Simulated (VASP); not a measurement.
Input:

```
Al3Sc
1.0
    4.07152     0.00000     0.00000
    0.00000     4.07152     0.00000
    0.00000     0.00000     4.07152
Sc Al
1 3
Direct
  0.00000   0.00000   0.00000
  0.00000   0.50000   0.50000
  0.50000   0.00000   0.50000
  0.50000   0.50000   0.00000
```

Computed with PBEsol GGA, VASP's PBE PAW potentials (set 64) (plane waves; VASP). Run with 400 eV cut-off, 7×7×7 Γ-centred mesh, first-order Methfessel-Paxton smearing of 0.10 eV, potentials Sc_sv Al.

### Question
Estimate the energy per atom (σ→0), band gap (on the k-mesh) with the smallest direct gap where there is one.

### Answer

The band gap (on the k-mesh) is none (metal, semimetal or under 0.01 eV) and the energy per atom (σ→0) is -5.190 eV/atom.

Total energies compare only between runs with the same potentials, cut-off and functional.

The compound is Al3Sc in the L1_2 structure. It was relaxed first. The start is the result of an earlier pass.
